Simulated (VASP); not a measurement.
Input:

```
C
1.0
    1.23318    -2.13593     0.00000
    1.23318     2.13593     0.00000
    0.00000     0.00000     6.70436
C
4
Direct
  0.00000   0.00000   0.25000
  0.00000   0.00000   0.75000
  0.33333   0.66667   0.25000
  0.66667   0.33333   0.75000
```

Level of theory: optB88-vdW, VASP's PBE PAW potentials (set 64) (plane waves; VASP 6.6.1). Numerical set-up: 520 eV cut-off, 9×9×3 Γ-centred mesh, Gaussian smearing of 0.050 eV, potentials C.

Question: Predict the energy per atom (σ→0), band gap (on the k-mesh) with the smallest direct gap where there is one.

Answer: 
```yaml
band gap (on the k-mesh): none (metal, semimetal or under 0.01 eV)
energy per atom (σ→0): -8.024 eV/atom
```

The absolute energy has meaning only against runs of the same code, potentials and settings.

The compound is C in the graphite structure. It was relaxed first. The k-mesh is coarse (spacing up to 0.33 per Å, 2π included), so the numbers may not be converged in it. The start is the result of an earlier pass.
